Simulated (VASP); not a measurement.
Write the native input for VASP 6.6.1 that does the following.

```yaml
Task: single point
Functional: PBE
Potentials_or_basis: VASP PAW PBE potentials, release 64 (Ti_sv, Sr_sv, S)
Cutoff: 520 eV
k_mesh: 4 × 4 × 4
Occupations: fermi-dirac, width 0.1 eV
Spin: no spin polarisation
Dipole_correction: no
Further_INCAR_settings: ALGO = Normal; EDIFF = 1e-06; NBANDS = 32
```

The structure of Sr3TiS lies in POSCAR:

```
Sr3TiS
1.0
    5.1509928000      0.0000000000      0.0000000000
    0.0000000000      5.1509928000      0.0000000000
    0.0000000000      0.0000000000      5.1509928000
Ti Sr S
1 3 1
Direct
    0.5000000000      0.5000000000      0.5000000000
    0.5000000000      0.0000000000      0.0000000000
    0.0000000000      0.5000000000      0.0000000000
    0.0000000000      0.0000000000      0.5000000000
    0.0000000000      0.0000000000      0.0000000000
```

The cell was built by a generator and needn't be a form met in nature.

One way to write it, as run:

INCAR

```
ALGO = Normal
EDIFF = 1E-6
ENCUT = 520
GGA = PE
ISIF = 2
ISMEAR = -1
LASPH = True
LCHARG = False
LREAL = False
LWAVE = False
NBANDS = 32
NELM = 80
PREC = Accurate
SIGMA = 0.1
```

KPOINTS

```
k-points
0
Gamma
  4 4 4
```

Potentials or basis: VASP PAW PBE potentials, release 64 (Ti_sv, Sr_sv, S).

Command:

```bash
$ cat potpaw_PBE.64/Ti_sv/POTCAR potpaw_PBE.64/Sr_sv/POTCAR potpaw_PBE.64/S/POTCAR > POTCAR
$ mpirun -np 1 vasp_std > vasp.out
```

Results of the run:

```
Pressure               : 17.8 GPa
Band gap on the k mesh : none (metal or under the smearing width)
```

Caveat: so large a pressure means that the cell lies far from this level's equilibrium, or that cutoff or potentials fall short.

It took 32 s on 1 thread of Intel(R) Xeon(R) Platinum 8559C (Emerald Rapids), on a shared host, peak memory 0.25 GiB.
